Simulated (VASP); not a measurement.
Consider the following.

```
TlBr
1.0
    3.84213     0.00000     0.00000
    0.00000     3.84213     0.00000
    0.00000     0.00000     3.84213
Tl Br
1 1
Direct
  0.00000   0.00000   0.00000
  0.50000   0.50000   0.50000
```

All values below come from LDA (Ceperley-Alder, Perdew-Zunger), VASP's LDA PAW potentials (set 64) (plane waves; VASP 6.6.1). Numerical set-up: 520 eV cut-off, 6×6×6 Γ-centred mesh, Gaussian smearing of 0.050 eV, potentials Tl_d Br.

Unless said otherwise, spin-orbit coupling is left out, though it shifts the bands of the heavy elements here.

### Question
Estimate the energy per atom (σ→0), band gap (on the k-mesh) with the smallest direct gap where there is one.

### Answer

```yaml
band gap (on the k-mesh): 1.35 eV
smallest direct gap (on the k-mesh): 1.35 eV
energy per atom (σ→0): -3278 meV/atom
```

The compound is TlBr in the CsCl type structure. It was relaxed first, which changed the volume by -11 %. The start is the result of an earlier pass.
